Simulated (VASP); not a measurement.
A convergence study with VASP on Os (hcp): one setting is varied, all else stays as given below, so the limit is that of these other settings. Each run relaxes cell and ions from the cell shown. The basis is that of the starting cell, so low cut-offs carry a Pulay error.

```xyz
2
Lattice="1.3650 -2.3642 0.0000 1.3650 2.3642 0.0000 0.0000 0.0000 4.3200" Properties=species:S:1:pos:R:3 pbc="T T T"
Os     1.3650     0.7881     1.0800
Os     1.3650    -0.7881     3.2400
```

Calculation: PBE GGA, VASP's PBE PAW potentials (set 64) (plane waves; VASP 6.6.1). The tightest run used: 700 eV cut-off, 13×13×8 Γ-centred mesh, first-order Methfessel-Paxton smearing of 0.10 eV, potentials Os.

**Question.** The settings run are ENCUT = 150; ENCUT = 200; ENCUT = 250; ENCUT = 300; ENCUT = 350; ENCUT = 400; ENCUT = 450; ENCUT = 500; ENCUT = 550; ENCUT = 600; ENCUT = 650; ENCUT = 700. From which on does the relaxed volume stay within 0.05 Å³/atom of the tightest run?

**Answer.** From ENCUT = 350 on: it is off by 0.042 there and by no more than 0.05 in any finer run, while ENCUT = 300 is off by 0.067.
```json
[
 {"setting": "ENCUT = 150", "relaxed volume (Å³/atom)": "12.433", "E (eV/atom)": "-12.3020", "plane waves": "124", "difference judged (Å³/atom)": "1.844"},
 {"setting": "ENCUT = 200", "relaxed volume (Å³/atom)": "13.708", "E (eV/atom)": "-11.2039", "plane waves": "187", "difference judged (Å³/atom)": "0.569"},
 {"setting": "ENCUT = 250", "relaxed volume (Å³/atom)": "14.227", "E (eV/atom)": "-11.2371", "plane waves": "264", "difference judged (Å³/atom)": "0.049"},
 {"setting": "ENCUT = 300", "relaxed volume (Å³/atom)": "14.210", "E (eV/atom)": "-11.2398", "plane waves": "338", "difference judged (Å³/atom)": "0.067"},
 {"setting": "ENCUT = 350", "relaxed volume (Å³/atom)": "14.235", "E (eV/atom)": "-11.2449", "plane waves": "426", "difference judged (Å³/atom)": "0.042"},
 {"setting": "ENCUT = 400", "relaxed volume (Å³/atom)": "14.267", "E (eV/atom)": "-11.2493", "plane waves": "537", "difference judged (Å³/atom)": "0.009"},
 {"setting": "ENCUT = 450", "relaxed volume (Å³/atom)": "14.273", "E (eV/atom)": "-11.2499", "plane waves": "638", "difference judged (Å³/atom)": "0.003"},
 {"setting": "ENCUT = 500", "relaxed volume (Å³/atom)": "14.271", "E (eV/atom)": "-11.2500", "plane waves": "724", "difference judged (Å³/atom)": "0.006"},
 {"setting": "ENCUT = 550", "relaxed volume (Å³/atom)": "14.271", "E (eV/atom)": "-11.2505", "plane waves": "829", "difference judged (Å³/atom)": "0.006"},
 {"setting": "ENCUT = 600", "relaxed volume (Å³/atom)": "14.275", "E (eV/atom)": "-11.2512", "plane waves": "965", "difference judged (Å³/atom)": "0.002"},
 {"setting": "ENCUT = 650", "relaxed volume (Å³/atom)": "14.277", "E (eV/atom)": "-11.2515", "plane waves": "1085", "difference judged (Å³/atom)": "0.000"},
 {"setting": "ENCUT = 700", "relaxed volume (Å³/atom)": "14.277", "E (eV/atom)": "-11.2515", "plane waves": "1194", "difference judged (Å³/atom)": "0.000"}
]
```

Left out are rungs that failed or repeat a setting and relaxations that didn't move; long series are thinned to 24 rows.

The compound is Os in the hcp structure.
